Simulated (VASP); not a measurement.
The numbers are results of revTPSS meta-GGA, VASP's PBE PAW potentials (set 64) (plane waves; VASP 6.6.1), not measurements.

The input files of a VASP run:

KPOINTS:
```
Automatic
0
gamma
  7 7 7
0 0 0
```

### POSCAR
```
CeO2
1.0
  0.0000000000   2.6986545720   2.6986545720
  2.6986545720   0.0000000000   2.6986545720
  2.6986545720   2.6986545720   0.0000000000
Ce O
1 2
Direct
  0.0000000000   0.0000000000   0.0000000000
  0.2500000000   0.2500000000   0.2500000000
  0.7500000000   0.7500000000   0.7500000000
```

**INCAR**
```
! general
SYSTEM =CeO2
PREC   =Accurate
ENCUT  =520
LREAL  =.FALSE.
LASPH  =.TRUE.

! electronic loop
EDIFF  =1E-6
NELM   =100
ALGO   =Normal
LMAXMIX=6
LMIXTAU=.TRUE.

! smearing
ISMEAR =0
SIGMA  =0.05

! functional
METAGGA=RTPSS

! ions
IBRION =2
NSW    =60
ISIF   =3
EDIFFG =-0.02

! output
LWAVE  =.FALSE.
LCHARG =.FALSE.
```

POTCAR, in this order: Ce O (PBE.64 set). Program: vasp_std.

The run wrote:

File OSZICAR:
```
       N       E                     dE             d eps       ncg     rms          rms(c)
DAV:   1     0.256228865425E+03    0.25623E+03   -0.11562E+04   656   0.200E+03
DAV:   2     0.545216336232E+02   -0.20171E+03   -0.19644E+03   936   0.336E+02
DAV:   3     0.126898008545E+02   -0.41832E+02   -0.38780E+02   920   0.156E+02
DAV:   4     0.112396308635E+02   -0.14502E+01   -0.14500E+01   856   0.364E+01
DAV:   5     0.111306971064E+02   -0.10893E+00   -0.10893E+00  1160   0.810E+00    0.453E+01
DAV:   6    -0.700910664961E+01   -0.18140E+02   -0.17424E+02   680   0.153E+02    0.203E+01
DAV:   7    -0.544531317970E+01    0.15638E+01   -0.15283E+01   992   0.415E+01    0.604E+00
DAV:   8    -0.582734685935E+01   -0.38203E+00   -0.95869E+00  1008   0.342E+01    0.913E+00
DAV:   9    -0.527365869117E+01    0.55369E+00   -0.61440E+00   896   0.182E+01    0.396E+00
DAV:  10    -0.546270870937E+01   -0.18905E+00   -0.79996E-01   928   0.687E+00    0.390E+00
DAV:  11    -0.528843374604E+01    0.17427E+00   -0.18719E+00   936   0.113E+01    0.139E+00
DAV:  12    -0.531591533298E+01   -0.27482E-01   -0.15764E-01   752   0.419E+00    0.744E-01
DAV:  13    -0.534187358479E+01   -0.25958E-01   -0.21176E-02   800   0.172E+00    0.859E-01
DAV:  14    -0.533789756427E+01    0.39760E-02   -0.69750E-03  1192   0.790E-01    0.559E-01
DAV:  15    -0.533674745389E+01    0.11501E-02   -0.14304E-03   928   0.332E-01    0.479E-01
DAV:  16    -0.533588030068E+01    0.86715E-03   -0.21480E-02   952   0.121E+00    0.124E-01
DAV:  17    -0.533607687895E+01   -0.19658E-03   -0.95628E-04   696   0.278E-01    0.877E-02
DAV:  18    -0.533618614085E+01   -0.10926E-03   -0.13380E-04  1056   0.138E-01    0.687E-02
DAV:  19    -0.533619412694E+01   -0.79861E-05   -0.23910E-05  1032   0.348E-02    0.419E-02
DAV:  20    -0.533617819707E+01    0.15930E-04   -0.80569E-05   976   0.767E-02    0.225E-02
DAV:  21    -0.533622003971E+01   -0.41843E-04   -0.14897E-05   920   0.398E-02    0.417E-03
DAV:  22    -0.533621729207E+01    0.27476E-05   -0.87854E-07   440   0.124E-02    0.308E-03
DAV:  23    -0.533621895743E+01   -0.16654E-05   -0.37240E-07   424   0.547E-03    0.224E-03
DAV:  24    -0.533621928994E+01   -0.33251E-06   -0.21348E-07   416   0.524E-03
   1 F= -.53362193E+01 E0= -.53362193E+01  d E =-.533622E+01
       N       E                     dE             d eps       ncg     rms          rms(c)
DAV:   1    -0.569803462884E+01   -0.36182E+00   -0.12356E+01   696   0.357E+01    0.106E+01
DAV:   2    -0.573678553529E+01   -0.38751E-01   -0.10053E+01   960   0.341E+01    0.525E+00
DAV:   3    -0.533007899130E+01    0.40671E+00   -0.37270E+00   944   0.159E+01    0.226E+00
DAV:   4    -0.532550453915E+01    0.45745E-02   -0.21666E-01   880   0.493E+00    0.244E-01
DAV:   5    -0.532034645252E+01    0.51581E-02   -0.17396E-02   944   0.140E+00    0.495E-01
DAV:   6    -0.532418959130E+01   -0.38431E-02   -0.15039E-03   936   0.306E-01    0.449E-01
DAV:   7    -0.532439175036E+01   -0.20216E-03   -0.82694E-05  1128   0.779E-02    0.417E-01
DAV:   8    -0.532710393475E+01   -0.27122E-02   -0.37510E-03   664   0.758E-01    0.399E-01
DAV:   9    -0.532716102268E+01   -0.57088E-04   -0.52317E-03  1128   0.745E-01    0.973E-02
DAV:  10    -0.532792306490E+01   -0.76204E-03   -0.59321E-04   768   0.220E-01    0.486E-02
DAV:  11    -0.532793537508E+01   -0.12310E-04   -0.10089E-04  1200   0.554E-02    0.450E-02
DAV:  12    -0.532794812165E+01   -0.12747E-04   -0.38476E-06   648   0.203E-02    0.485E-02
DAV:  13    -0.532796112315E+01   -0.13001E-04   -0.18131E-05   832   0.515E-02    0.508E-02
DAV:  14    -0.532795678823E+01    0.43349E-05   -0.66722E-05  1080   0.758E-02    0.109E-01
DAV:  15    -0.532795970221E+01   -0.29140E-05   -0.64578E-06   736   0.242E-02    0.116E-01
DAV:  16    -0.532796140977E+01   -0.17076E-05   -0.60014E-06   720   0.252E-02    0.102E-01
DAV:  17    -0.532796047705E+01    0.93271E-06   -0.24670E-06   552   0.200E-02
   2 F= -.53279605E+01 E0= -.53279605E+01  d E =0.825881E-02
       N       E                     dE             d eps       ncg     rms          rms(c)
DAV:   1    -0.545390937227E+01   -0.12595E+00   -0.40029E+00   672   0.211E+01    0.571E+00
DAV:   2    -0.537977420077E+01    0.74135E-01   -0.10609E+00   968   0.108E+01    0.164E+00
DAV:   3    -0.537231403500E+01    0.74602E-02   -0.92831E-01   960   0.825E+00    0.210E+00
DAV:   4    -0.534621882787E+01    0.26095E-01   -0.20476E-01   952   0.436E+00    0.164E-01
DAV:   5    -0.534532212767E+01    0.89670E-03   -0.13148E-02  1152   0.755E-01    0.133E-01
DAV:   6    -0.534712595890E+01   -0.18038E-02   -0.91521E-04   808   0.345E-01    0.111E-01
DAV:   7    -0.534666996578E+01    0.45599E-03   -0.42434E-04   888   0.200E-01    0.504E-02
DAV:   8    -0.534757249671E+01   -0.90253E-03   -0.82894E-04   992   0.291E-01    0.405E-02
DAV:   9    -0.534759571515E+01   -0.23218E-04   -0.72419E-05   888   0.778E-02    0.224E-02
DAV:  10    -0.534759918081E+01   -0.34657E-05   -0.13398E-05  1064   0.296E-02    0.125E-02
DAV:  11    -0.534759899425E+01    0.18656E-06   -0.53619E-06   744   0.240E-02
   3 F= -.53475990E+01 E0= -.53475990E+01  d E =-.113797E-01
```

### OUTCAR
```
------------------------ aborting loop because EDIFF is reached ----------------------------------------
  FORCE on cell =-STRESS in cart. coord.  units (eV):
  Direction    XX          YY          ZZ          XY          YZ          ZX
  --------------------------------------------------------------------------------------
  Total       -0.0035523     -0.0035523     -0.0035523      0.0000000      0.0000000      0.0000000
  in kB       -0.1416649     -0.1416649     -0.1416649      0.0000000      0.0000000      0.0000000
  external PRESSURE =      -0.1416649 kB  Pullay stress =       0.0000000 kB
  volume of cell :       40.18
      direct lattice vectors                 reciprocal lattice vectors
    -0.000000000  2.718379452  2.718379452    -0.183933115  0.183933115  0.183933115
     2.718379452  0.000000000  2.718379452     0.183933115 -0.183933115  0.183933115
     2.718379452  2.718379452  0.000000000     0.183933115  0.183933115 -0.183933115
 POSITION                                       TOTAL-FORCE (eV/Angst)
 -----------------------------------------------------------------------------------
      0.00000      0.00000      0.00000         0.000000      0.000000      0.000000
      1.35919      1.35919      1.35919        -0.000000     -0.000000     -0.000000
      4.07757      4.07757      4.07757         0.000000      0.000000      0.000000
 -----------------------------------------------------------------------------------
    total drift:                                0.000000     -0.000000      0.000000
  FREE ENERGIE OF THE ION-ELECTRON SYSTEM (eV)
  ---------------------------------------------------
  free  energy   TOTEN  =        -5.3475989942 eV

  energy  without entropy=       -5.3475989942  energy(sigma->0) =       -5.34759899

 reached required accuracy - stopping structural energy minimisation
```
(Selected blocks of OUTCAR.)

File CONTCAR:
```
CeO2
   1.00000000000000
    -0.0000000000000000    2.7183794523708111    2.7183794523708111
     2.7183794523708111    0.0000000000000000    2.7183794523708111
     2.7183794523708111    2.7183794523708111    0.0000000000000000
  Ce              O
     1     2
Direct
     0.0000000000000000    0.0000000000000000    0.0000000000000000
     0.2500000000000000    0.2500000000000000    0.2500000000000000
     0.7500000000000000    0.7500000000000000    0.7500000000000000
```

Energy and stress use the plane-wave basis of the starting cell.

The compound is CeO2 in the fluorite structure. This run relaxes it. Symmetry was kept, so distortions that lower it aren't found. The run is not spin-polarised, so no magnetic state was tried.
